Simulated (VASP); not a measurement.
```xyz
3
Lattice="0.0000 3.1620 3.1620 3.1620 0.0000 3.1620 3.1620 3.1620 0.0000" Properties=species:S:1:pos:R:3 pbc="T T T"
Ba     0.1200     0.0500     0.0000
F      1.5810     1.5810     1.5810
F      4.7430     4.7430     4.7430
```

Calculation: PBE GGA, VASP's PBE PAW potentials (set 64) (plane waves; VASP). Run with 520 eV cut-off, 5×5×5 Γ-centred mesh, Gaussian smearing of 0.050 eV, potentials Ba_sv F.

Task: The ions, cell shape and volume are relaxed. What does this cell relax into?

Result: 
```xyz
3
Lattice="-0.0001 3.1415 3.1414 3.1421 -0.0001 3.1414 3.1419 3.1414 0.0000" Properties=species:S:1:pos:R:3 pbc="T T T"
Ba     0.0396     3.1580     3.1414
F      1.6107     1.5873     1.5709
F      4.7526     4.7286     4.7120
```
Space group Fm-3m (225), at a tolerance of 0.03 Å.

Task: How do energy and volume change from the first to the last step?

Result: The energy (σ→0) changes by -9.3 meV/atom and the volume by -1.9 %, in 13 ionic steps.

The compound is BaF2 in the fluorite structure. In the starting cell atoms are displaced from their ideal sites. This run relaxes it. Symmetry was kept, so distortions that lower it aren't found.
